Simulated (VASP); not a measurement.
Data:

```
MnC
1.0
    3.29823     0.00000     0.00000
   -1.64912     2.85635     0.00000
    0.00000     0.00000     3.89966
Mn C
2 2
Direct
  0.33333   0.66667   0.93753
  0.66667   0.33333   0.43753
  0.33333   0.66667   0.43747
  0.66667   0.33333   0.93747
```
Starting moments (μB, in the order of the record's atoms Mn Mn C C): 1.2 1.2 -0.1 -0.1.

These are PBEsol GGA, VASP's PBE PAW potentials (set 64) (plane waves; VASP) values and carry that method's errors. Numerical set-up: 520 eV cut-off, 12×12×9 Γ-centred mesh, tetrahedra with Blöchl corrections, potentials Mn_pv C.

The cores are frozen, which limits the accuracy of field gradients.

Give the principal components of the electric field gradient (V/Å²) and the asymmetry η at each nucleus.

```csv
atom,Vxx,Vyy,Vzz,η
Mn1,8.5,8.5,-17.0,0.00
Mn2,8.5,8.5,-17.0,0.00
C3,-2.5,-2.5,5.0,0.00
C4,-2.5,-2.5,5.0,0.00
```

The structure was generated: MnC was put into the wurtzite type (P6_3mc), which need not be its known phase. It was relaxed first, which changed the volume by -40 %. The relaxed cell has space group P6_3/mmc.
